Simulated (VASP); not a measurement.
Consider the following.

```xyz
2
Lattice="2.9223 0.0000 0.0000 -1.4611 2.5308 0.0000 0.0000 0.0000 4.7017" Properties=species:S:1:pos:R:3 pbc="T T T"
Ag     0.0000     1.6872     1.1754
Ag     1.4612     0.8436     3.5262
```

The numbers are results of LDA (Ceperley-Alder, Perdew-Zunger), VASP's LDA PAW potentials (set 64) (plane waves; VASP), not measurements. Numerical set-up: 400 eV cut-off, 13×13×7 Γ-centred mesh, first-order Methfessel-Paxton smearing of 0.10 eV, potentials Ag.

Energy and stress use the plane-wave basis of the starting cell.

The ions, cell shape and volume are relaxed. Predict the relaxed structure.

```xyz
2
Lattice="2.8169 0.0000 0.0000 -1.4084 2.4395 0.0000 0.0000 0.0000 4.6616" Properties=species:S:1:pos:R:3 pbc="T T T"
Ag     0.0000     1.6263     1.1654
Ag     1.4084     0.8132     3.4962
```
Space group P6_3/mmc (194), at a tolerance of 0.03 Å.

How do energy and volume change from the first to the last step?

The energy (σ→0) changes by -46.9 meV/atom and the volume by -7.9 %, in 9 ionic steps.

The structure comes from a computed database's Ag entry (P6_3/mmc); how it stands against other phases isn't given here. This run relaxes it. Symmetry was kept, so distortions that lower it aren't found.
